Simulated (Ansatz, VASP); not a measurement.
# One calculation of Ti4Ru, two programs

```
CELL_PARAMETERS angstrom
0.00000 2.37271 11.05393
1.55677 0.00000 11.05393
1.55677 2.37271 0.00000
ATOMIC_POSITIONS crystal
Ru 0.00000 0.00000 0.00000
Ti 0.59038 0.59038 0.40962
Ti 0.19693 0.19693 0.80307
Ti 0.80307 0.80307 0.19693
Ti 0.40962 0.40962 0.59038
```

The cell comes from a database or a generator and needn't be the stable form of this composition.

Alike in both runs: task single point; functional PBE; k mesh 10 × 10 × 10; occupations fermi-dirac, width 0.05 eV; no spin polarisation.

|  | VASP | Ansatz |
| --- | --- | --- |
| version | VASP 6.6.1 | Ansatz 0.2.0 |
| potentials or method | VASP PAW PBE potentials, release 64 (Ru_pv, Ti_sv) | Ansatz PAW |
| plane-wave cutoff (eV) | 520 | 420 |
| valence electrons in the cell | 62 | 64 |

Ansatz gave:

```
gap on the k mesh at the Fermi level (eV)       : none
pressure (GPa)                                  : 0.2
largest component of the traceless stress (GPa) : 0.30
rms of the force components (eV/Å)              : 0.035
```

Question: Estimate VASP's values.

Answer: gap on the k mesh at the Fermi level (eV): none; pressure (GPa): 0.0; largest component of the traceless stress (GPa): 0.35; rms of the force components (eV/Å): 0.029.

Atom by atom the forces differ by 0.006 eV/Å (rms over components). A gap of «none» marks a metal or a gap that the smearing closes. The two sets of potentials don't hold the same shells in valence.
